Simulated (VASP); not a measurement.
# CdF2 with rev-vdW-DF2: from relaxation to properties

Wanted: the relaxed cell of CdF2 and its properties. The steps: relaxing cell and atoms (rev-vdW-DF2), second relaxation, density, ELF and potential (rev-vdW-DF2), bands along the symmetry lines (rev-vdW-DF2), density of states (rev-vdW-DF2), zone-centre phonons (rev-vdW-DF2) and response to an electric field (rev-vdW-DF2). The start is a cell from a database of measured crystal structures.

Main program and level: VASP 6.6.1; rev-vdW-DF2; plane waves and PAW (Cd, F).

## 1. Starting point

Before any relaxation, the start is as follows. The structure is cubic, space group Fm-3m (No. 225). Conventional cell: a = 5.388 Å, b = 5.388 Å, c = 5.388 Å, α = 90.00°, β = 90.00°, γ = 90.00°. Nearest to Cd lie 8 F at 2.33 Å. F has 4 Cd at 2.33 Å nearest. Farther neighbours and most contacts between anions are not listed.

## 2. Relaxing cell and atoms (rev-vdW-DF2)

The start need not lie at this functional's minimum. ISIF = 3 frees volume, shape and positions, and EDIFFG sets the threshold on forces and stress at which the search stops. rev-vdW-DF2 revises the exchange of vdW-DF2 for solids. LUSE_VDW switches on a nonlocal correlation term for dispersion.

File INCAR:

```
SYSTEM = CdF2
PREC = Accurate
ENCUT = 520
EDIFF = 1E-06
NELM = 100
ISMEAR = 0
SIGMA = 0.05
LREAL = .FALSE.
ALGO = Normal
GGA = MK
AGGAC = 0
LUSE_VDW = .TRUE.
PARAM1 = 0.1234
PARAM2 = 0.711357
ZAB_VDW = -1.8867
LASPH = .TRUE.
NBANDS = 19
LORBIT = 11
LWAVE = .FALSE.
LCHARG = .FALSE.
KPAR = 2
IBRION = 2
NSW = 60
ISIF = 3
EDIFFG = -0.01
```

File POSCAR:

```
CdF2
1.0
    0.0000000000      2.6940000000      2.6940000000
    2.6940000000      0.0000000000      2.6940000000
    2.6940000000      2.6940000000      0.0000000000
Cd F
1 2
Direct
    0.0000000000      0.0000000000      0.0000000000
    0.2500000000      0.2500000000      0.2500000000
    0.7500000000      0.7500000000      0.7500000000
```

File KPOINTS:

```
Automatic mesh
0
Gamma
6 6 6
0 0 0
```

The projector-augmented-wave data sets are Cd and F (PBE family, release 64).

On the command line:

```sh
$ mpirun -np 2 vasp_std
```

What it wrote:

```text
[banner, memory and clock lines left out]
running    2 mpi-ranks, on    1 nodes
 distrk:  each k-point on    1 cores,    2 groups
 distr:  one band on    1 cores,    1 groups

 POSCAR found type information on POSCAR CdF
 POSCAR found :  2 types and       3 ions
|                                                                             |
|               ----> ADVICE to this user running VASP <----                  |
|                                                                             |
|     You have switched on vdW-DFT.                                           |
|     This routine was written and supplied by Jiri Klimes. We recommend      |
|     that you carefully read and cite the following publications:            |
|       J. Klimes, D.R. Bowler, A. Michelides                                 |
|          J. Phys.: Cond Matt. 22 022201 (2010)                              |
|       J. Klimes, D.R. Bowler, A. Michelides                                 |
|          Phys. Rev. B. 83, 195131 (2011)                                    |
|     and references therein.                                                 |
|                                                                             |

|                                                                             |
|               ----> ADVICE to this user running VASP <----                  |
|                                                                             |
|     You enforced a specific xc type in the INCAR file but a different       |
|     [... a line on the potential file left out ...]
|     I HOPE YOU KNOW WHAT YOU ARE DOING!                                     |
|                                                                             |

 LDA part: xc-table for (Slater+PW92), standard interpolation
 POSCAR, INCAR and KPOINTS ok, starting setup
 FFT: planning ... GRIDC
 FFT: planning ... GRID_SOFT
 FFT: planning ... GRID
 WAVECAR not read
 entering main loop
       N       E                     dE             d eps       ncg     rms          rms(c)
DAV:   1     0.201417588620E+03    0.20142E+03   -0.15874E+04   632   0.140E+03
DAV:   2     0.203934046791E+01   -0.19938E+03   -0.19208E+03   652   0.352E+02
DAV:   3    -0.649189984371E+01   -0.85312E+01   -0.85044E+01   682   0.797E+01
DAV:   4    -0.653330166822E+01   -0.41402E-01   -0.41399E-01   647   0.563E+00
DAV:   5    -0.653344690736E+01   -0.14524E-03   -0.14524E-03   680   0.305E-01    0.100E+01
DAV:   6    -0.482390225687E+01    0.17095E+01   -0.42891E+00   759   0.387E+01    0.728E+00
DAV:   7    -0.485889607762E+01   -0.34994E-01   -0.83430E-01   620   0.859E+00    0.427E+00
DAV:   8    -0.484550040780E+01    0.13396E-01   -0.14942E-01   620   0.370E+00    0.709E-01
DAV:   9    -0.483594119458E+01    0.95592E-02   -0.35479E-02   741   0.232E+00    0.899E-02
DAV:  10    -0.483630853519E+01   -0.36734E-03   -0.28481E-03   614   0.608E-01    0.103E-01
DAV:  11    -0.483634700117E+01   -0.38466E-04   -0.10799E-04   662   0.128E-01    0.360E-02
DAV:  12    -0.483635040107E+01   -0.33999E-05   -0.35865E-05   623   0.573E-02    0.167E-02
DAV:  13    -0.483635023501E+01    0.16607E-06   -0.22848E-06   572   0.135E-02
   1 F= -.48363502E+01 E0= -.48363502E+01  d E =-.483635E+01
 curvature:   0.00 expect dE= 0.000E+00 dE for cont linesearch  0.000E+00
 trial: gam= 0.00000 g(F)=  0.154E-45 g(S)=  0.274E-01 ort = 0.000E+00 (trialstep = 0.100E+01)
 search vector abs. value=  0.274E-01
 bond charge predicted
       N       E                     dE             d eps       ncg     rms          rms(c)
DAV:   1    -0.521144413094E+01   -0.37509E+00   -0.71120E+00   629   0.306E+01    0.478E+00
DAV:   2    -0.487396523188E+01    0.33748E+00   -0.11561E+00   620   0.985E+00    0.109E+00
DAV:   3    -0.485013446342E+01    0.23831E-01   -0.49671E-02   634   0.392E+00    0.116E+00
DAV:   4    -0.484649734907E+01    0.36371E-02   -0.65130E-03   647   0.100E+00    0.791E-01
DAV:   5    -0.484551034873E+01    0.98700E-03   -0.14868E-03   614   0.396E-01    0.642E-02
DAV:   6    -0.484545314122E+01    0.57208E-04   -0.22736E-04   758   0.271E-01    0.137E-02
DAV:   7    -0.484545712531E+01   -0.39841E-05   -0.22319E-05   617   0.455E-02    0.103E-02
DAV:   8    -0.484545607969E+01    0.10456E-05   -0.40965E-06   614   0.325E-02    0.119E-03
DAV:   9    -0.484545613416E+01   -0.54473E-07   -0.17228E-07   304   0.495E-03
   2 F= -.48454561E+01 E0= -.48454561E+01  d E =-.910590E-02
 trial-energy change:   -0.009106  1 .order   -0.009371   -0.027359    0.008617
 step:   0.7522(harm=  0.7605)  dis= 0.00000  next Energy=    -4.846528 (dE=-0.102E-01)
 bond charge predicted
       N       E                     dE             d eps       ncg     rms          rms(c)
DAV:   1    -0.486915981467E+01   -0.23704E-01   -0.43574E-01   629   0.744E+00    0.116E+00
DAV:   2    -0.484822491859E+01    0.20935E-01   -0.72359E-02   629   0.244E+00    0.250E-01
DAV:   3    -0.484677508698E+01    0.14498E-02   -0.31266E-03   631   0.107E+00    0.253E-01
DAV:   4    -0.484656803824E+01    0.20705E-03   -0.46095E-04   647   0.262E-01    0.176E-01
DAV:   5    -0.484652272290E+01    0.45315E-04   -0.11489E-04   614   0.118E-01    0.248E-02
DAV:   6    -0.484651749975E+01    0.52231E-05   -0.24497E-05   755   0.893E-02    0.367E-03
DAV:   7    -0.484651805884E+01   -0.55908E-06   -0.15803E-06   344   0.107E-02
   3 F= -.48465181E+01 E0= -.48465181E+01  d E =-.101678E-01
 curvature:  -0.38 expect dE=-0.861E-08 dE for cont linesearch -0.861E-08
 trial: gam= 0.00000 g(F)=  0.145E-46 g(S)=  0.227E-07 ort =-0.249E-04 (trialstep = 0.950E+00)
 search vector abs. value=  0.228E-07
 reached required accuracy - stopping structural energy minimisation
```

Wall time 56 s (2 MPI ranks of Intel Xeon 6975P-C (Granite Rapids), shared host); peak memory 0.62 GiB; 1.8 min of CPU time.

The logs omit lines about the potential files and the build; timing stands in the text.

OUTCAR, selected parts (step 2):

```text
ion  position               nearest neighbor table
   1  0.000  0.000  0.000-   3 2.33   3 2.33   3 2.33   2 2.33   3 2.33   2 2.33   2 2.33   2 2.33

  LATTYP: Found a face centered cubic cell.
 ALAT       =     5.3880000000

 Subroutine GETGRP returns: Found 48 space group operations
 (whereof 48 operations were pure point group operations)

The static configuration has the point symmetry O_h .

 Found     16 irreducible k-points:

   k-points           NKPTS =     16   k-points in BZ     NKDIM =     16   number of bands    NBANDS=     19

   dimension x,y,z NGX =    28 NGY =   28 NGZ =   28
   dimension x,y,z NGXF=    56 NGYF=   56 NGZF=   56

   ENCUT  =  520.0 eV  38.22 Ry    6.18 a.u.   7.08  7.08  7.08*2*pi/ulx,y,z

   NELECT =      26.0000    total number of electrons

 k-points in reciprocal lattice and weights: Automatic mesh
   0.00000000  0.00000000  0.00000000       0.005
   0.16666667  0.00000000  0.00000000       0.037
   0.33333333  0.00000000  0.00000000       0.037
   0.50000000  0.00000000  0.00000000       0.019
   0.16666667  0.16666667  0.00000000       0.028
   0.33333333  0.16666667  0.00000000       0.111
   0.50000000  0.16666667  0.00000000       0.111
  -0.33333333  0.16666667  0.00000000       0.111
  -0.16666667  0.16666667  0.00000000       0.056
[...]
-0.33333333  0.33333333  0.16666667       0.111
  -0.33333333  0.50000000  0.16666667       0.056

 average (electrostatic) potential at core
       1 -39.3683       2 -78.1425       3 -78.1425

 E-fermi :  -1.4223

 k-point     1 :       0.0000    0.0000    0.0000
  band No.  band energies     occupation
    ...
      9      -2.6198      2.00000
     10      -2.6198      2.00000
     11      -2.2330      2.00000
     12      -2.2330      2.00000
     13      -2.2330      2.00000
     14       1.1743      0.00000
     15      10.7411      0.00000
     16      10.7411      0.00000
     17      10.7411      0.00000
     18      15.3287      0.00000
    ...

 k-point     2 :       0.1667    0.0000    0.0000
  band No.  band energies     occupation
    ...
      9      -2.8080      2.00000
     10      -2.8080      2.00000
     11      -2.4522      2.00000
     12      -2.2007      2.00000
     13      -2.2007      2.00000
     14       2.1328      0.00000
     15       9.6033      0.00000
     16      11.1249      0.00000
     17      11.1249      0.00000
     18      16.8502      0.00000
    ...

 k-point     3 :       0.3333    0.0000    0.0000
  band No.  band energies     occupation
    ...
      9      -3.2697      2.00000
     10      -3.2181      2.00000
     11      -3.2181      2.00000
     12      -2.1448      2.00000
     13      -2.1448      2.00000
     14       3.9718      0.00000
     15       8.1002      0.00000
     16      11.9823      0.00000
     17      11.9823      0.00000
     18      16.4508      0.00000
    ...

Total vdW correction in eV:      5.3855064

  Total       -0.0006856     -0.0006856     -0.0006856     -0.0000000     -0.0000000      0.0000000
  in kB       -0.0273351     -0.0273351     -0.0273351     -0.0000000     -0.0000000      0.0000000
  external PRESSURE =      -0.0273351 kB  Pullay stress =       0.0000000 kB

  energy-cutoff  :      520.00
  volume of cell :       40.18
      direct lattice vectors                 reciprocal lattice vectors
     0.000000000  2.718541310  2.718541310    -0.183922164  0.183922164  0.183922164
     2.718541310 -0.000000000  2.718541310     0.183922164 -0.183922164  0.183922164
     2.718541310  2.718541310 -0.000000000     0.183922164  0.183922164 -0.183922164

 POSITION                                       TOTAL-FORCE (eV/Angst)
 -----------------------------------------------------------------------------------
      0.00000      0.00000      0.00000         0.000000     -0.000000      0.000000
      1.35927      1.35927      1.35927        -0.000000     -0.000000     -0.000000
      4.07781      4.07781      4.07781         0.000000      0.000000      0.000000
 -----------------------------------------------------------------------------------
    total drift:                                0.000000      0.000000      0.000000

  FREE ENERGIE OF THE ION-ELECTRON SYSTEM (eV)
  ---------------------------------------------------
  free  energy   TOTEN  =        -4.8465180588 eV

  energy  without entropy=       -4.8465180588  energy(sigma->0) =       -4.84651806

Total vdW correction in eV:      5.3855300

 reached required accuracy - stopping structural energy minimisation

 total charge
# of ion       s       p       d       tot
------------------------------------------
    1        0.229   0.187   9.682  10.097
    2        1.735   4.328   0.000   6.063
    3        1.735   4.328   0.000   6.063
--------------------------------------------------
tot          3.698   8.843   9.682  22.223

[... 3 further parts left out ...]
```

CONTCAR:

```
CdF2
   1.00000000000000
     0.0000000000000000    2.7185413104222631    2.7185413104222631
     2.7185413104222631   -0.0000000000000000    2.7185413104222631
     2.7185413104222631    2.7185413104222631   -0.0000000000000000
  Cd              F
     1     2
Direct
     0.0000000000000000    0.0000000000000000    0.0000000000000000
     0.2500000000000000    0.2500000000000000    0.2500000000000000
     0.7500000000000000    0.7500000000000000    0.7500000000000000
```

The gap is read on the k-mesh alone, so it is an upper bound where the band edges lie off the mesh. The PAW data sets were made with PBE, which is usual practice but a small mismatch for other functionals. The run keeps the 48 symmetry operations of its start, so it cannot find a distortion of lower symmetry.

Relaxation path:

```tsv
step	energy less that of the first step (eV)	largest force (eV/Å)	pressure (GPa)	volume (Å³)
1	0.0000	0.0000	3.09	39.10
2	-0.0091	0.0000	-0.94	40.54
3	-0.0102	0.0000	0.00	40.18
```

```tsv
conventional cell, symmetrised	before	after	change
a (Å)	5.388	5.437	+0.9 %
b (Å)	5.388	5.437	+0.9 %
c (Å)	5.388	5.437	+0.9 %
volume (Å³/atom)	13.03	13.39	+2.8 %
```

The relaxed structure:

```xyz
3
Lattice="0.0000 2.7185 2.7185 2.7185 0.0000 2.7185 2.7185 2.7185 0.0000" Properties=species:S:1:pos:R:3 pbc="T T T"
Cd    0.0000    0.0000    0.0000
F     1.3593    1.3593    1.3593
F     4.0778    4.0778    4.0778
```

Numbers from this step:

* electrons: 26
* bands: 19
* irreducible k-points: 16
* symmetry operations: 48
* free energy (TOTEN): -4.847 eV
* Fermi energy: -1.422 eV
* pressure: -0.002734 GPa
* metallic: no
* valence top at k: -0.3333, 0.5, 0.1667
* conduction bottom at k: 0, 0, 0
* least direct gap at k: 0, 0, 0
* SCF cycles over all ionic steps: 29
* gap on the k-mesh: 2.903 eV
* least direct gap on the k-mesh: 3.407 eV

It ends with forces that vanish by symmetry and a pressure of 0.00 GPa. The volume lies +2.8 % from that of the database's start.

## 3. Second relaxation

The basis stayed that of the start cell while the cell moved. A rerun from the cell reached resets it; the error of the finite cutoff stays.

INCAR is that of step 2.

File POSCAR:

```
CdF2
1.0
    0.0000000000      2.7185413104      2.7185413104
    2.7185413104      0.0000000000      2.7185413104
    2.7185413104      2.7185413104      0.0000000000
Cd F
1 2
Direct
    0.0000000000      0.0000000000      0.0000000000
    0.2500000000      0.2500000000      0.2500000000
    0.7500000000      0.7500000000      0.7500000000
```

KPOINTS is that of step 2.

On the command line:

```sh
$ mpirun -np 2 vasp_std
```

What it wrote:

```text
[banner, memory and clock lines left out]
running    2 mpi-ranks, on    1 nodes
 distrk:  each k-point on    1 cores,    2 groups
 distr:  one band on    1 cores,    1 groups

 POSCAR found type information on POSCAR CdF
 POSCAR found :  2 types and       3 ions
 [... a notice as in an earlier step ...]

 [... a notice as in an earlier step ...]

 LDA part: xc-table for (Slater+PW92), standard interpolation
 POSCAR, INCAR and KPOINTS ok, starting setup
 FFT: planning ... GRIDC
 FFT: planning ... GRID_SOFT
 FFT: planning ... GRID
 WAVECAR not read
 entering main loop
       N       E                     dE             d eps       ncg     rms          rms(c)
DAV:   1     0.194582084284E+03    0.19458E+03   -0.15650E+04   632   0.139E+03
DAV:   2     0.158011646917E+01   -0.19300E+03   -0.18392E+03   673   0.346E+02
DAV:   3    -0.654617529319E+01   -0.81263E+01   -0.80986E+01   671   0.778E+01
DAV:   4    -0.658294792472E+01   -0.36773E-01   -0.36770E-01   653   0.526E+00
DAV:   5    -0.658307795067E+01   -0.13003E-03   -0.13003E-03   668   0.294E-01    0.970E+00
DAV:   6    -0.483911318572E+01    0.17440E+01   -0.44048E+00   770   0.396E+01    0.697E+00
DAV:   7    -0.487367858811E+01   -0.34565E-01   -0.85494E-01   614   0.866E+00    0.407E+00
DAV:   8    -0.485881223533E+01    0.14866E-01   -0.16162E-01   638   0.375E+00    0.734E-01
DAV:   9    -0.484865270936E+01    0.10160E-01   -0.37510E-02   736   0.227E+00    0.969E-02
DAV:  10    -0.484901629335E+01   -0.36358E-03   -0.29702E-03   620   0.636E-01    0.107E-01
DAV:  11    -0.484906030399E+01   -0.44011E-04   -0.15089E-04   665   0.151E-01    0.412E-02
DAV:  12    -0.484906258325E+01   -0.22793E-05   -0.53585E-05   617   0.686E-02    0.157E-02
DAV:  13    -0.484906255658E+01    0.26673E-07   -0.34989E-06   647   0.165E-02
   1 F= -.48490626E+01 E0= -.48490626E+01  d E =-.484906E+01
 curvature:   0.00 expect dE= 0.000E+00 dE for cont linesearch  0.000E+00
 trial: gam= 0.00000 g(F)=  0.699E-47 g(S)=  0.232E-04 ort = 0.000E+00 (trialstep = 0.100E+01)
 search vector abs. value=  0.232E-04
 reached required accuracy - stopping structural energy minimisation
```

Elapsed: 36 s, on 2 MPI ranks; peak memory 0.68 GiB; 70 s of CPU time.

Parts of OUTCAR (step 3):

```text
  LATTYP: Found a face centered cubic cell.
 ALAT       =     5.4370826208

The static configuration has the point symmetry O_h .

 Found     16 irreducible k-points:

   dimension x,y,z NGX =    30 NGY =   30 NGZ =   30
   dimension x,y,z NGXF=    60 NGYF=   60 NGZF=   60

   ENCUT  =  520.0 eV  38.22 Ry    6.18 a.u.   7.15  7.15  7.15*2*pi/ulx,y,z

   NELECT =      26.0000    total number of electrons

 E-fermi :  -1.4228

 k-point     1 :       0.0000    0.0000    0.0000
  band No.  band energies     occupation
    ...
      9      -2.6205      2.00000
     10      -2.6205      2.00000
     11      -2.2331      2.00000
     12      -2.2331      2.00000
     13      -2.2331      2.00000
     14       1.1744      0.00000
     15      10.7412      0.00000
     16      10.7412      0.00000
     17      10.7412      0.00000
     18      15.3287      0.00000
    ...

 k-point     2 :       0.1667    0.0000    0.0000
  band No.  band energies     occupation
    ...
      9      -2.8085      2.00000
     10      -2.8085      2.00000
     11      -2.4524      2.00000
     12      -2.2010      2.00000
     13      -2.2010      2.00000
     14       2.1326      0.00000
     15       9.6032      0.00000
     16      11.1248      0.00000
     17      11.1248      0.00000
     18      16.8500      0.00000
    ...

Total vdW correction in eV:      5.3855639

  Total        0.0219419      0.0219419      0.0219419     -0.0000000     -0.0000000     -0.0000000
  in kB        0.8748767      0.8748767      0.8748767     -0.0000000     -0.0000000     -0.0000000
  external PRESSURE =       0.8748767 kB  Pullay stress =       0.0000000 kB

  energy-cutoff  :      520.00
  volume of cell :       40.18
      direct lattice vectors                 reciprocal lattice vectors
     0.000000000  2.718541310  2.718541310    -0.183922164  0.183922164  0.183922164
     2.718541310  0.000000000  2.718541310     0.183922164 -0.183922164  0.183922164
     2.718541310  2.718541310  0.000000000     0.183922164  0.183922164 -0.183922164

 POSITION                                       TOTAL-FORCE (eV/Angst)
 -----------------------------------------------------------------------------------
      0.00000      0.00000      0.00000         0.000000      0.000000      0.000000
      1.35927      1.35927      1.35927        -0.000000     -0.000000     -0.000000
      4.07781      4.07781      4.07781         0.000000     -0.000000      0.000000
 -----------------------------------------------------------------------------------
    total drift:                                0.000000     -0.000000      0.000000

  FREE ENERGIE OF THE ION-ELECTRON SYSTEM (eV)
  ---------------------------------------------------
  free  energy   TOTEN  =        -4.8490625566 eV

  energy  without entropy=       -4.8490625566  energy(sigma->0) =       -4.84906256

Total vdW correction in eV:      5.3855214

 total charge
# of ion       s       p       d       tot
------------------------------------------
    1        0.229   0.187   9.682  10.097
    2        1.734   4.328   0.000   6.062
    3        1.734   4.328   0.000   6.062
--------------------------------------------------
tot          3.696   8.843   9.682  22.221

[... 4 parts as in an earlier step ...]

[... 6 further parts left out ...]
```

Little changed from the start: no atom moved by 0.005 Å and no cell edge by 0.1 %.

Numbers from this step:

- free energy (TOTEN): -4.849 eV
- Fermi energy: -1.423 eV
- pressure: 0.08749 GPa
- SCF cycles over all ionic steps: 13

It ends with forces that vanish by symmetry and a pressure of 0.09 GPa. The volume moved by under 0.01 %: the run met its threshold at the first step.

(Continued in part 2 of 4.)

[Lines on the potential files, build, host, timing and source positions are cut from VASP's logs without a mark.]

[Logs are printed without paths, hosts, clocks, repeated set-up lines and the standing remarks that a program may print on its own settings, such as how far it seeks lower states.]

[Hosts, paths, dates, database ids (printed as entryN), source tags and the programs' standing remarks are cut or masked in the printed files.]

[A measured line is paired with the nearest computed mode of its activity, which favours agreement.]
